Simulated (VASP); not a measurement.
OSZICAR of a VASP run on Fe (bcc):

**OSZICAR**
```
       N       E                     dE             d eps       ncg     rms          rms(c)
DAV:   1     0.177538096643E+02    0.17754E+02   -0.41762E+03  7300   0.110E+03
DAV:   2    -0.619214270881E+01   -0.23946E+02   -0.22637E+02  7070   0.130E+02
DAV:   3    -0.649891433271E+01   -0.30677E+00   -0.30588E+00  7794   0.199E+01
DAV:   4    -0.650035105170E+01   -0.14367E-02   -0.14366E-02  7642   0.127E+00
DAV:   5    -0.650036425703E+01   -0.13205E-04   -0.13205E-04  7589   0.109E-01    0.116E+01
DAV:   6    -0.568297773357E+01    0.81739E+00   -0.10089E+01  7436   0.519E+01    0.434E+00
DAV:   7    -0.563371302070E+01    0.49265E-01   -0.49031E-01  7421   0.115E+01    0.290E+00
DAV:   8    -0.562533422876E+01    0.83788E-02   -0.53938E-03  8734   0.633E-01    0.147E+00
DAV:   9    -0.561833733955E+01    0.69969E-02   -0.59950E-03  8947   0.652E-01    0.322E-01
DAV:  10    -0.561848365357E+01   -0.14631E-03   -0.44320E-04  7625   0.274E-01    0.122E-01
DAV:  11    -0.561846840571E+01    0.15248E-04   -0.15064E-04  7417   0.165E-01    0.321E-02
DAV:  12    -0.561846926796E+01   -0.86225E-06   -0.40605E-06  7452   0.321E-02    0.110E-02
DAV:  13    -0.561846987297E+01   -0.60501E-06   -0.93334E-07  7229   0.106E-02    0.449E-03
DAV:  14    -0.561846990511E+01   -0.32137E-07   -0.13058E-07  5624   0.551E-03
   1 F= -.56184699E+01 E0= -.56184486E+01  d E =-.640292E-04  mag=     2.0259
```

Task: Which electronic solver shows in the log?

Result: It is blocked Davidson (ALGO = Normal, or the opening steps of other solvers). The INCAR had ALGO = Normal.

Task: How was spin treated?

Result: Collinear spin (ISPIN = 2): the summary line carries one mag value, 2.03 μB in the cell.

Task: Can the final energy be trusted as converged?

Result: Self-consistency was reached. It stopped with EDIFF = 1E-7, NELM = 100 (optB88-vdW, plane waves, VASP's PBE PAW potentials (set 64)).

The compound is Fe in the bcc structure. This cell is one point of a volume scan, at 0.94 of the reference volume.
